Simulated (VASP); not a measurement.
All values below come from PBE GGA with D3 dispersion (zero damping), VASP's PBE PAW potentials (set 64) (plane waves; VASP).

VASP ran on this input.

**INCAR**
```
! general
SYSTEM =Ni3Si
PREC   =Accurate
ENCUT  =520   ! plane-wave cut-off (eV)
LREAL  =.FALSE.
LASPH  =.TRUE.

! electronic loop
EDIFF  =1E-7   ! SCF stop (eV)
NELM   =100
ALGO   =Normal
LMAXMIX=4

! smearing
ISMEAR =1
SIGMA  =0.1

! functional
GGA    =PE
IVDW   =11

! ions
ISIF   =2   ! forces and stress, cell fixed

! output
LWAVE  =.FALSE.
LCHARG =.FALSE.
```

**KPOINTS**
```
Automatic mesh
0
Gamma
9 9 9
0 0 0
```

POSCAR:
```
Ni3Si
1
    3.5009052635     0.0000000000     0.0000000000
    0.0000000000     3.5009052635     0.0000000000
    0.0000000000     0.0000000000     3.5009052635
Si Ni
1 3
Direct
  0.0000000000   0.0000000000   0.0000000000
  0.0000000000   0.5000000000   0.5000000000
  0.5000000000   0.0000000000   0.5000000000
  0.5000000000   0.5000000000   0.0000000000
```

POTCAR, in this order: Si Ni (PBE.64 set). Program: vasp_std.

Output of the run:

### OUTCAR
```
 ion  position               nearest neighbor table
   1  0.000  0.000  0.000-   2 2.48   3 2.48   4 2.48   2 2.48   3 2.48   2 2.48   4 2.48   2 2.48
                             3 2.48   4 2.48   3 2.48   4 2.48
   2  0.000  0.500  0.500-   1 2.48   3 2.48   4 2.48   1 2.48   4 2.48   1 2.48   3 2.48   1 2.48
                             3 2.48   4 2.48   4 2.48   3 2.48
   3  0.500  0.000  0.500-   1 2.48   2 2.48   4 2.48   1 2.48   4 2.48   2 2.48   4 2.48   4 2.48
                             1 2.48   2 2.48   1 2.48   2 2.48
   4  0.500  0.500  0.000-   1 2.48   2 2.48   3 2.48   2 2.48   3 2.48   1 2.48   3 2.48   3 2.48
                             1 2.48   2 2.48   2 2.48   1 2.48
  LATTYP: Found a simple cubic cell.
 ALAT       =     3.5009052635
 Subroutine PRICEL returns:
 Original cell was already a primitive cell.
 Subroutine GETGRP returns: Found 48 space group operations
The static configuration has the point symmetry O_h .
The dynamic configuration has the point symmetry O_h .
 Subroutine INISYM returns: Found 48 space group operations
 Subroutine IBZKPT returns following result:
 Found     35 irreducible k-points:

 Following reciprocal coordinates:
            Coordinates               Weight
  0.000000  0.000000  0.000000      1.000000
  0.111111  0.000000  0.000000      6.000000
  0.222222  0.000000  0.000000      6.000000
...
```

**OSZICAR**
```
       N       E                     dE             d eps       ncg     rms          rms(c)
DAV:   1     0.201824143142E+03    0.20182E+03   -0.15792E+04  1470   0.217E+03
DAV:   2    -0.163595065953E+02   -0.21818E+03   -0.21030E+03  1470   0.375E+02
DAV:   3    -0.271441005496E+02   -0.10785E+02   -0.10348E+02  1626   0.112E+02
DAV:   4    -0.273965084445E+02   -0.25241E+00   -0.24913E+00  1690   0.150E+01
DAV:   5    -0.274058072810E+02   -0.92988E-02   -0.92923E-02  1708   0.279E+00    0.196E+01
DAV:   6    -0.272193393744E+02    0.18647E+00   -0.55820E+01  1679   0.122E+02    0.170E+01
DAV:   7    -0.237406995464E+02    0.34786E+01   -0.16245E+01  1641   0.675E+01    0.410E+00
DAV:   8    -0.237002791955E+02    0.40420E-01   -0.69366E-01  1568   0.642E+00    0.146E+00
DAV:   9    -0.236823071591E+02    0.17972E-01   -0.35027E-02  1954   0.272E+00    0.567E-01
DAV:  10    -0.236800092434E+02    0.22979E-02   -0.34877E-03  1983   0.471E-01    0.231E-01
DAV:  11    -0.236796516789E+02    0.35756E-03   -0.71966E-04  2226   0.322E-01    0.546E-02
DAV:  12    -0.236796401080E+02    0.11571E-04   -0.10702E-04  1625   0.123E-01    0.153E-02
DAV:  13    -0.236796390707E+02    0.10373E-05   -0.77997E-06  1714   0.189E-02    0.858E-03
DAV:  14    -0.236796384129E+02    0.65774E-06   -0.66737E-07  1788   0.967E-03    0.325E-03
DAV:  15    -0.236796383395E+02    0.73404E-07   -0.21368E-07  1097   0.650E-03
   1 F= -.25284232E+02 E0= -.25284318E+02  d E =0.256933E-03
```

**OUTCAR**
```
------------------------ aborting loop because EDIFF is reached ----------------------------------------
 Edisp (eV)   -1.60459
  FORCE on cell =-STRESS in cart. coord.  units (eV):
  Direction    XX          YY          ZZ          XY          YZ          ZX
  --------------------------------------------------------------------------------------
  Total      -1.73756    -1.73756    -1.73756    -0.00000     0.00000    -0.00000
  in kB     -64.87967   -64.87967   -64.87967    -0.00000     0.00000    -0.00000
  external pressure =      -64.88 kB  Pullay stress =        0.00 kB
  volume of cell :       42.91
      direct lattice vectors                 reciprocal lattice vectors
     3.500905263  0.000000000  0.000000000     0.285640406  0.000000000  0.000000000
     0.000000000  3.500905263  0.000000000     0.000000000  0.285640406  0.000000000
     0.000000000  0.000000000  3.500905263     0.000000000  0.000000000  0.285640406
 POSITION                                       TOTAL-FORCE (eV/Angst)
 -----------------------------------------------------------------------------------
      0.00000      0.00000      0.00000         0.000000      0.000000      0.000000
      0.00000      1.75045      1.75045         0.000000      0.000000      0.000000
      1.75045      0.00000      1.75045         0.000000      0.000000      0.000000
      1.75045      1.75045      0.00000         0.000000      0.000000      0.000000
 -----------------------------------------------------------------------------------
    total drift:                                0.000000      0.000000      0.000000
  FREE ENERGIE OF THE ION-ELECTRON SYSTEM (eV)
  ---------------------------------------------------
  free  energy   TOTEN  =       -25.2842320280 eV

  energy  without entropy=      -25.2844889613  energy(sigma->0) =      -25.28431767
```
(Selected blocks of OUTCAR.)

File OUTCAR:
```
 val. band max:       10.6851627497   @ k =   0.1111   0.1111   0.0000

 cond. band min:      10.7196466109   @ k =   0.4444   0.4444   0.3333


 Fermi energy:        10.7080821697

 k-point     1 :       0.0000    0.0000    0.0000
  band No.  band energies     occupation
      1      -1.2400      2.00000
      2       5.8278      2.00000
      3       6.6469      2.00000
      4       6.6469      2.00000
      5       7.1708      2.00000
      6       7.1708      2.00000
      7       7.1708      2.00000
      8       9.1669      2.00000
      9       9.1669      2.00000
     10       9.1669      2.00000
     11       9.8316      2.00000
     12       9.8316      2.00000
     13       9.8316      2.00000
     14      10.0998      2.00000
     15      10.0998      2.00000
     16      10.4231      2.00042
     17      10.7573      0.26829
     18      10.7573      0.26829
     19      10.7573      0.26829
     20      15.5895      0.00000
     21      17.0699      0.00000

 k-point     2 :       0.1111    0.0000    0.0000
  band No.  band energies     occupation
      1      -1.0953      2.00000
      2       5.8460      2.00000
      3       6.4465      2.00000
      4       6.7493      2.00000
      5       7.1576      2.00000
      6       7.1576      2.00000
      7       7.2128      2.00000
      8       8.9063      2.00000
      9       8.9063      2.00000
     10       9.1208      2.00000
     11       9.4171      2.00000
     12       9.9403      2.00000
     13       9.9403      2.00000
     14      10.1022      2.00000
     15      10.1040      2.00000
     16      10.3635      2.00001
     17      10.7575      0.26648
     18      11.0419     -0.00002
     19      11.0419     -0.00002
     20      15.8782      0.00000
     21      17.0384      0.00000

 k-point     3 :       0.2222    0.0000    0.0000
  band No.  band energies     occupation
      1      -0.6720      2.00000
      2       5.3539      2.00000
      3       6.3211      2.00000
...
```

The compound is Ni3Si in the L1_2 structure. This cell is one point of a volume scan, at 1.03 of the reference volume. The run is not spin-polarised, so no magnetic state was tried.
